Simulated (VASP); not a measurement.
These are PBE GGA, VASP's PBE PAW potentials (set 64) (plane waves; VASP) values and carry that method's errors.

The input files of a VASP run:

KPOINTS:
```
Automatic mesh
0
Gamma
1 1 1
0 0 0
```

**POSCAR**
```
Tb
1
    1.8000000000    -3.1176910000     0.0000000000
    1.8000000000     3.1176910000     0.0000000000
    0.0000000000     0.0000000000     5.6900000000
Tb
2
Direct
  0.3333330000   0.6666670000   0.2500000000
  0.6666670000   0.3333330000   0.7500000000
```

INCAR:
```
SYSTEM = Tb
PREC = Accurate
ENCUT = 300
EDIFF = 1E-6
NELM = 100
ALGO = Normal
LREAL = .FALSE.
LASPH = .TRUE.
ISMEAR = 0
SIGMA = 0.1
GGA = PE
LMAXMIX = 6
LWAVE = .FALSE.
LCHARG = .FALSE.
ISIF = 2
ISPIN = 2
MAGMOM = 6.0 6.0
LORBIT = 11
```

POTCAR, in this order: Tb (PBE.64 set). Program: vasp_std.

Output

OUTCAR:
```
 ion  position               nearest neighbor table
   1  0.333  0.667  0.250-   2 3.52   2 3.52   2 3.52   2 3.52   2 3.52   2 3.52
   2  0.667  0.333  0.750-   1 3.52   1 3.52   1 3.52   1 3.52   1 3.52   1 3.52
  LATTYP: Found a hexagonal cell.
 ALAT       =     3.5999996072
 C/A-ratio  =     1.5805557280
 Subroutine PRICEL returns:
 Original cell was already a primitive cell.
 Subroutine GETGRP returns: Found 24 space group operations
The static configuration has the point symmetry D_3d.
 The point group associated with its full space group is D_6h.
The dynamic configuration has the point symmetry D_3d.
The overall configuration has the point symmetry D_3d.
 Subroutine INISYM returns: Found 24 space group operations
 Subroutine IBZKPT returns following result:
 Found      1 irreducible k-points:

 Following reciprocal coordinates:
            Coordinates               Weight
  0.000000  0.000000  0.000000      1.000000
   k-points           NKPTS =      1   k-points in BZ     NKDIM =      1   number of bands    NBANDS=     29
   number of dos      NEDOS =    301   number of ions     NIONS =      2
   total plane-waves  NPLWV =  12800
   dimension x,y,z NGX =    20 NGY =   20 NGZ =   32
   dimension x,y,z NGXF=    40 NGYF=   40 NGZF=   64
...
```

File OSZICAR:
```
       N       E                     dE             d eps       ncg     rms          rms(c)
DAV:   1     0.247704612248E+03    0.24770E+03   -0.11130E+04   148   0.249E+03
DAV:   2     0.278884823240E+02   -0.21982E+03   -0.20322E+03   140   0.258E+02
DAV:   3    -0.110313052197E+02   -0.38920E+02   -0.38500E+02   142   0.110E+02
DAV:   4    -0.179607496687E+02   -0.69294E+01   -0.68442E+01   232   0.402E+01
DAV:   5    -0.182776039022E+02   -0.31685E+00   -0.31350E+00   192   0.945E+00    0.718E+01
DAV:   6    -0.222254233927E+02   -0.39478E+01   -0.85452E+00   168   0.293E+01    0.774E+01
DAV:   7    -0.224585855122E+02   -0.23316E+00   -0.38243E+00   168   0.188E+01    0.490E+01
DAV:   8    -0.225003054519E+02   -0.41720E-01   -0.24467E-01   211   0.282E+00    0.457E+01
DAV:   9    -0.224485537396E+02    0.51752E-01   -0.60800E-02   200   0.188E+00    0.413E+01
DAV:  10    -0.223858640989E+02    0.62690E-01   -0.13374E-01   184   0.252E+00    0.255E+01
DAV:  11    -0.224670188062E+02   -0.81155E-01   -0.10107E+00   163   0.679E+00    0.141E+01
DAV:  12    -0.224168536905E+02    0.50165E-01   -0.47911E-02   198   0.211E+00    0.123E+01
DAV:  13    -0.223751674595E+02    0.41686E-01   -0.27955E-02   152   0.209E+00    0.127E+01
DAV:  14    -0.223809649109E+02   -0.57975E-02   -0.20394E-02   168   0.155E+00    0.721E+00
DAV:  15    -0.223947240801E+02   -0.13759E-01   -0.41162E-02   187   0.102E+00    0.756E+00
DAV:  16    -0.223911611743E+02    0.35629E-02   -0.24371E-03   184   0.589E-01    0.101E+01
DAV:  17    -0.223871681439E+02    0.39930E-02   -0.11244E-03   179   0.319E-01    0.945E+00
DAV:  18    -0.223877822730E+02   -0.61413E-03   -0.74355E-03   168   0.529E-01    0.878E+00
DAV:  19    -0.223911103740E+02   -0.33281E-02   -0.27202E-03   184   0.505E-01    0.546E+00
DAV:  20    -0.223890513126E+02    0.20591E-02   -0.12353E-03   200   0.345E-01    0.246E+00
DAV:  21    -0.223889069936E+02    0.14432E-03   -0.42180E-04   200   0.213E-01    0.133E+00
DAV:  22    -0.223899269366E+02   -0.10199E-02   -0.25471E-04   184   0.240E-01    0.102E+00
DAV:  23    -0.223902472186E+02   -0.32028E-03   -0.20002E-04   158   0.105E-01    0.568E-01
DAV:  24    -0.223902457393E+02    0.14793E-05   -0.32552E-05   184   0.539E-02    0.248E-01
DAV:  25    -0.223902491342E+02   -0.33949E-05   -0.93077E-06   187   0.395E-02    0.172E-01
DAV:  26    -0.223902582275E+02   -0.90933E-05   -0.10149E-05   160   0.429E-02    0.101E-01
DAV:  27    -0.223902359818E+02    0.22246E-04   -0.13759E-05   179   0.549E-02    0.474E-02
DAV:  28    -0.223902470181E+02   -0.11036E-04   -0.26566E-06   144   0.120E-02    0.664E-02
DAV:  29    -0.223902474613E+02   -0.44318E-06   -0.42685E-07    88   0.997E-03
   1 F= -.22390247E+02 E0= -.22350179E+02  d E =-.801378E-01  mag=    11.5441
```

OUTCAR:
```
------------------------ aborting loop because EDIFF is reached ----------------------------------------
  FORCE on cell =-STRESS in cart. coord.  units (eV):
  Direction    XX          YY          ZZ          XY          YZ          ZX
  --------------------------------------------------------------------------------------
  Total        3.4116406      3.4116396     10.2451548      0.0000000      0.0000000      0.0000000
  in kB       85.5905910     85.5905661    257.0284940      0.0000000      0.0000000      0.0000000
  external PRESSURE =     142.7365504 kB  Pullay stress =       0.0000000 kB
  volume of cell :       63.86
      direct lattice vectors                 reciprocal lattice vectors
     1.800000000 -3.117691000  0.000000000     0.277777778 -0.160375098  0.000000000
     1.800000000  3.117691000  0.000000000     0.277777778  0.160375098  0.000000000
     0.000000000  0.000000000  5.690000000     0.000000000  0.000000000  0.175746924
 POSITION                                       TOTAL-FORCE (eV/Angst)
 -----------------------------------------------------------------------------------
      1.80000      1.03923      1.42250        -0.000000     -0.000000     -0.000000
      1.80000     -1.03923      4.26750         0.000000      0.000000      0.000000
 -----------------------------------------------------------------------------------
    total drift:                                0.000330      0.001923      0.000000
  FREE ENERGIE OF THE ION-ELECTRON SYSTEM (eV)
  ---------------------------------------------------
  free  energy   TOTEN  =       -22.3902474613 eV

  energy  without entropy=      -22.3101096219  energy(sigma->0) =      -22.35017854

 total charge

# of ion       s       p       d       f       tot
--------------------------------------------------
    1        2.148   5.656   0.207   8.342  16.355
    2        2.148   5.656   0.207   8.342  16.355
--------------------------------------------------
tot          4.296  11.313   0.415  16.685  32.709

 magnetization (x)

# of ion       s       p       d       f       tot
--------------------------------------------------
    1        0.001   0.012   0.003   5.391   5.407
    2        0.001   0.012   0.003   5.391   5.407
--------------------------------------------------
tot          0.002   0.024   0.007  10.782  10.815
```
(Selected blocks of OUTCAR.)

At this cut-off the stress carries a Pulay error, which pulls relaxed volumes low.

The structure is a typed Tb crystal (P6_3/mmc). The cell was not relaxed at this level. The k-mesh is coarse (spacing up to 2.02 per Å, 2π included), so the numbers may not be converged in it. The run is one of a series of settings (KPOINTS 1×1×1 Γ-centred mesh against the base run), some of them coarse on purpose.
